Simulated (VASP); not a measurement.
A snapshot from molecular dynamics of Sr, step 41; the first frame, the perfect lattice, has an electronic free energy F (no ionic kinetic energy) of -1.552 eV/atom. The Γ point alone samples so small a cell crudely.

Data:

```xyz
27
Lattice="0.0000 9.1200 9.1200 9.1200 0.0000 9.1200 9.1200 9.1200 0.0000" Properties=species:S:1:pos:R:3 pbc="T T T"
Sr     9.1169     9.0481     0.0922
Sr    12.2816     3.2293     9.0543
Sr     5.9736     5.9566     0.2198
Sr    12.1187     9.1594     3.2534
Sr     6.2351     3.1070     3.1314
Sr     8.8961     5.9390     3.0611
Sr    15.0874    17.9016    14.9978
Sr     9.2168    12.0573    14.8958
Sr    12.0717     6.0210     6.1752
Sr     0.2433     3.0282     3.1446
Sr    11.9008     6.1171    12.4253
Sr     6.2922     9.2365     3.1753
Sr    12.0746    12.3238     6.2428
Sr     6.2639     5.9874     6.0739
Sr     9.0454     9.1296     6.0746
Sr     6.0969     3.0571     9.0168
Sr     8.9851     6.4419     9.0040
Sr    12.2918     8.8228     9.2267
Sr     9.1178    15.1157     6.1255
Sr    12.3221     9.1396    14.8260
Sr    15.4173    12.2971    15.1186
Sr     2.9082     6.2053     8.9559
Sr     6.1788     8.9595     9.1085
Sr     8.9921    12.5672     8.9654
Sr    15.0061    14.9151    12.0209
Sr     9.1228     9.2921    12.1409
Sr    12.1029    12.0645    12.3534
```

Calculation: PBE GGA, VASP's PBE PAW potentials (set 64) (plane waves; VASP). Numerical set-up: PREC = Normal, LREAL = Auto, ISYM = 0, EDIFF = 1E-5, 300 eV cut-off, 1×1×1 Γ-centred mesh, Fermi-Dirac smearing of 0.069 eV, potentials Sr_sv.

Problem. Give F per atom of this frame and the forces (eV/Å).

Solution. -1.486 eV/atom.
| atom | Fx | Fy | Fz |
|---|---|---|---|
| Sr1 | -0.03 | 0.08 | -0.19 |
| Sr2 | -0.20 | -0.40 | 0.08 |
| Sr3 | 0.08 | 0.36 | -0.15 |
| Sr4 | 0.01 | -0.10 | -0.34 |
| Sr5 | -0.58 | -0.32 | -0.09 |
| Sr6 | 0.60 | 0.37 | -0.04 |
| Sr7 | 0.21 | 0.24 | 0.30 |
| Sr8 | -0.18 | 0.00 | 0.80 |
| Sr9 | -0.03 | 0.00 | -0.21 |
| Sr10 | -0.30 | 0.07 | -0.29 |
| Sr11 | 0.43 | -0.07 | -0.41 |
| Sr12 | -0.18 | -0.05 | -0.28 |
| Sr13 | 0.21 | -0.42 | -0.07 |
| Sr14 | -0.35 | 0.14 | 0.01 |
| Sr15 | 0.25 | 0.17 | 0.10 |
| Sr16 | 0.06 | -0.18 | 0.03 |
| Sr17 | 0.36 | -0.73 | 0.31 |
| Sr18 | -0.10 | 0.47 | 0.02 |
| Sr19 | -0.19 | 0.52 | -0.20 |
| Sr20 | -0.01 | -0.06 | 0.69 |
| Sr21 | -0.38 | -0.12 | 0.14 |
| Sr22 | 0.30 | 0.04 | 0.22 |
| Sr23 | -0.46 | 0.52 | 0.04 |
| Sr24 | 0.19 | -0.75 | 0.44 |
| Sr25 | 0.22 | 0.28 | 0.00 |
| Sr26 | -0.11 | -0.30 | -0.23 |
| Sr27 | 0.15 | 0.23 | -0.66 |

The cell is a supercell, built from Sr (fcc). Its lattice is the typed one, not relaxed at this level.
